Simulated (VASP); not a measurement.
An input for Quantum ESPRESSO's pw.x (written as the equivalent of a VASP run, and not itself run):

```
&CONTROL
  calculation = 'vc-relax'
  pseudo_dir = './pseudo'
  outdir = './out'
  tprnfor = .true.
  tstress = .true.
  nstep = 30
  forc_conv_thr = 0.00039
/
&SYSTEM
  ibrav = 0
  nat = 2
  ntyp = 2
  ecutwfc = 92
  occupations = 'smearing'
  smearing = 'methfessel-paxton'
  degauss = 0.00735
  input_dft = 'vdw-df2-b86r'
/
&ELECTRONS
  conv_thr = 7.3e-09
  electron_maxstep = 100
/
&IONS
/
&CELL
  cell_dofree = 'shape'
/
ATOMIC_SPECIES
  Cu 63.546 Cu.upf
  Au 196.967 Au.upf
CELL_PARAMETERS angstrom
     2.8664962    0.0000000    0.0000000
     0.0000000    2.8664962   -0.0000000
     0.0000000    0.0000000    3.5709548
ATOMIC_POSITIONS crystal
  Cu   0.0000000  0.0000000  0.0000000
  Au   0.5000000  0.5000000  0.5000000
K_POINTS automatic
  13 13 10 0 0 0
```

### Question
Translate this input to VASP (INCAR, KPOINTS, POSCAR, choice of POTCAR).

### Answer
Several could match; the one computed here: 
**INCAR**
```
IBRION = 2   # conjugate gradients
LREAL = .FALSE.   # projection in real space or not
EDIFFG = -0.01   # ionic stop
LWAVE = .FALSE.
ENCUT = 520   # plane-wave cut-off (eV)
SIGMA = 0.1
SYSTEM = CuAu
ALGO = Normal
PARAM2 = 0.7114
AGGAC = 0.0
PARAM1 = 0.1234568
ZAB_VDW = -1.8867
NELM = 100   # most electronic steps
LASPH = .TRUE.
ISMEAR = 1
LUSE_VDW = .TRUE.
GGA = MK
LMAXMIX = 6   # l cut-off of mixed one-centre charges
NSW = 30   # most ionic steps
LCHARG = .FALSE.
EDIFF = 1E-7   # SCF stop (eV)
ISIF = 4   # ions and shape, fixed volume
PREC = Accurate
```

POSCAR:
```
CuAu
1
    2.8664962442     0.0000000000     0.0000000000
    0.0000000000     2.8664962442    -0.0000000000
    0.0000000000     0.0000000000     3.5709548270
Cu Au
1 1
Direct
  0.0000000000   0.0000000000   0.0000000000
  0.5000000000   0.5000000000   0.5000000000
```

File KPOINTS:
```
Automatic mesh
0
Gamma
13 13 10
0 0 0
```

POTCAR, in this order: Cu Au (PBE.64 set). Program: vasp_std.

The two are equivalent in intent, not identical: the potentials are each code's own (VASP's PAW set, PseudoDojo norm-conserving files in pw.x), so ENCUT and ecutwfc are chosen apart and not converted; conv_thr bounds pw.x's estimated SCF error, while EDIFF bounds the energy change between steps; forc_conv_thr acts on force components and is met together with etot_conv_thr.

The compound is CuAu in the L1_0 structure. It was relaxed first.
